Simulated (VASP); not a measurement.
Here is the system:

```yaml
crystal:
  lattice:
    - [0.00000, 2.73182, 2.73182]
    - [2.73182, 0.00000, 2.73182]
    - [2.73182, 2.73182, 0.00000]
  atoms:
    - { symbol: Ce, position: [0.00000, 0.00000, 0.00000] }
    - { symbol: O, position: [0.25000, 0.25000, 0.25000] }
    - { symbol: O, position: [0.75000, 0.75000, 0.75000] }
```

All values below come from PBE GGA, VASP's PBE PAW potentials (set 64) (plane waves; VASP). Settings: 520 eV cut-off, Gaussian smearing of 0.050 eV, potentials Ce O.

Problem. Give the energies of bands 7 to 15 at the high-symmetry points, in eV from the valence-band maximum.

Solution. 
| band | Γ | X | U | L | W |
|---|---|---|---|---|---|
| 7 | -3.72 | -3.80 | -3.17 | -2.86 | -2.85 |
| 8 | -3.72 | -1.20 | -1.70 | -2.86 | -2.23 |
| 9 | -3.72 | -1.20 | -1.35 | -1.26 | -1.04 |
| 10 | -0.58 | -0.74 | -1.28 | -1.19 | -1.04 |
| 11 | -0.58 | -0.74 | -0.72 | -0.79 | -0.69 |
| 12 | -0.58 | -0.59 | -0.30 | -0.79 | -0.62 |
| 13 | 2.16 | 1.90 | 1.93 | 1.86 | 1.93 |
| 14 | 2.16 | 1.99 | 2.02 | 2.03 | 2.03 |
| 15 | 2.16 | 1.99 | 2.06 | 2.03 | 2.03 |

The gap is indirect, 1.86 eV, from the valence maximum at K-Γ at 0.29 to the conduction minimum at L.

The compound is CeO2 in the fluorite structure. It was relaxed first. The run is not spin-polarised, so no magnetic state was tried.
